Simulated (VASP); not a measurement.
Calculation: optB88-vdW, VASP's PBE PAW potentials (set 64) (plane waves; VASP).

Input for VASP

KPOINTS:
```
kpoints
0
Gamma
9 9 5
```

### POSCAR
```
ZnO
5.2871480
  0.3089725525  -0.5351562431   0.0000000000
  0.3089725525   0.5351562431   0.0000000000
  0.0000000000   0.0000000000   1.0000000935
Zn O
2 2
Cart
  0.3089725525  -0.1783857712   0.5018533311
  0.3089725525   0.1783857712   0.0018532844
  0.3089725525  -0.1783857712   0.8801467981
  0.3089725525   0.1783857712   0.3801467513
```

### INCAR
```
SYSTEM = ZnO
PREC = Accurate
ENCUT = 520
EDIFF = 1E-7
NELM = 100
ALGO = Normal
LREAL = .FALSE.
LASPH = .TRUE.
ISMEAR = -5
GGA = BO
PARAM1 = 0.1833333333
PARAM2 = 0.22
LUSE_VDW = .TRUE.
AGGAC = 0.0
LMAXMIX = 4
LWAVE = .FALSE.
LCHARG = .TRUE.
LORBIT = 11
NEDOS = 601
ISIF = 2
LEFG = .TRUE.
```

POTCAR, in this order: Zn O (PBE.64 set). Program: vasp_std.

Output

File OUTCAR:
```
 ion  position               nearest neighbor table
   1  0.667  0.333  0.502-   4 1.99   4 1.99   4 1.99   3 2.00
   2  0.333  0.667  0.002-   3 1.99   3 1.99   3 1.99   4 2.00
   3  0.667  0.333  0.880-   2 1.99   2 1.99   2 1.99   1 2.00
   4  0.333  0.667  0.380-   1 1.99   1 1.99   1 1.99   2 2.00
  LATTYP: Found a hexagonal cell.
 ALAT       =     3.2671676109
 C/A-ratio  =     1.6182666835
 Subroutine PRICEL returns:
 Original cell was already a primitive cell.
 Subroutine GETGRP returns: Found 12 space group operations
The static configuration has the point symmetry C_3v.
 The point group associated with its full space group is C_6v.
The dynamic configuration has the point symmetry C_3v.
 Subroutine INISYM returns: Found 12 space group operations
 Subroutine IBZKPT returns following result:
 Found     36 irreducible k-points:

 Following reciprocal coordinates:
            Coordinates               Weight
  0.000000  0.000000  0.000000      1.000000
  0.111111 -0.000000  0.000000      6.000000
  0.222222  0.000000  0.000000      6.000000
  0.333333 -0.000000  0.000000      6.000000
  0.444444  0.000000  0.000000      6.000000
...
```

OSZICAR:
```
       N       E                     dE             d eps       ncg     rms          rms(c)
DAV:   1     0.296641805789E+03    0.29664E+03   -0.19120E+04  1600   0.235E+03
DAV:   2     0.175675271631E+02   -0.27907E+03   -0.26982E+03  1722   0.443E+02
DAV:   3    -0.116500075077E+02   -0.29218E+02   -0.29021E+02  1872   0.153E+02
DAV:   4    -0.121699750967E+02   -0.51997E+00   -0.51963E+00  1746   0.219E+01
DAV:   5    -0.121738742043E+02   -0.38991E-02   -0.38990E-02  1848   0.180E+00    0.150E+01
DAV:   6    -0.848281360006E+01    0.36911E+01   -0.13345E+01  2662   0.757E+01    0.878E+00
DAV:   7    -0.866238002301E+01   -0.17957E+00   -0.28807E+00  1732   0.206E+01    0.528E+00
DAV:   8    -0.868644819376E+01   -0.24068E-01   -0.94110E-01  2148   0.941E+00    0.191E+00
DAV:   9    -0.861582272089E+01    0.70625E-01   -0.22375E-01  2448   0.882E+00    0.337E-01
DAV:  10    -0.861965230207E+01   -0.38296E-02   -0.55148E-02  1602   0.193E+00    0.109E-01
DAV:  11    -0.861968628751E+01   -0.33985E-04   -0.90613E-04  1964   0.664E-01    0.610E-02
DAV:  12    -0.861966263831E+01    0.23649E-04   -0.30119E-04  2392   0.471E-01    0.106E-02
DAV:  13    -0.861967360643E+01   -0.10968E-04   -0.68212E-05  2074   0.964E-02    0.162E-02
DAV:  14    -0.861967085091E+01    0.27555E-05   -0.86564E-06  1626   0.322E-02    0.728E-03
DAV:  15    -0.861967013898E+01    0.71193E-06   -0.51135E-06  1806   0.189E-02    0.996E-04
DAV:  16    -0.861967013651E+01    0.24665E-08   -0.44537E-07  1644   0.601E-03
   1 F= -.86196701E+01 E0= -.86196701E+01  d E =0.000000E+00
```

OUTCAR:
```
------------------------ aborting loop because EDIFF is reached ----------------------------------------
  FORCE on cell =-STRESS in cart. coord.  units (eV):
  Direction    XX          YY          ZZ          XY          YZ          ZX
  --------------------------------------------------------------------------------------
  Total       -0.0085586     -0.0085586     -0.0261824     -0.0000000      0.0000000      0.0000000
  in kB       -0.2805561     -0.2805561     -0.8582739     -0.0000000      0.0000000      0.0000000
  external PRESSURE =      -0.4731287 kB  Pullay stress =       0.0000000 kB
  volume of cell :       48.88
      direct lattice vectors                 reciprocal lattice vectors
     1.633583613 -2.829450261  0.000000000     0.306075548 -0.176712772  0.000000000
     1.633583613  2.829450261  0.000000000     0.306075548  0.176712772  0.000000000
     0.000000000  0.000000000  5.287148494     0.000000000  0.000000000  0.189137869
  FREE ENERGIE OF THE ION-ELECTRON SYSTEM (eV)
  ---------------------------------------------------
  free  energy   TOTEN  =        -8.6196701365 eV

  energy  without entropy=       -8.6196701365  energy(sigma->0) =       -8.61967014

 total charge

# of ion       s       p       d       tot
------------------------------------------
    1        0.454   0.466   9.899  10.818
    2        0.454   0.466   9.899  10.818
    3        1.542   3.449   0.000   4.992
    4        1.542   3.449   0.000   4.992
--------------------------------------------------
tot          3.993   7.830  19.797  31.620

 Electric field gradients after diagonalization (V/A^2)
 (convention: |V_zz| > |V_xx| > |V_yy|)
----------------------------------------------------------------------
 ion       V_xx      V_yy      V_zz     asymmetry (V_yy - V_xx)/ V_zz
----------------------------------------------------------------------
   1      -1.824    -1.821     3.645       0.001
   2      -1.824    -1.821     3.645       0.001
   3       0.310     0.300    -0.610       0.016
   4       0.310     0.300    -0.610       0.016
```
(Selected blocks of OUTCAR.)

The compound is ZnO in the wurtzite structure. It was relaxed first.
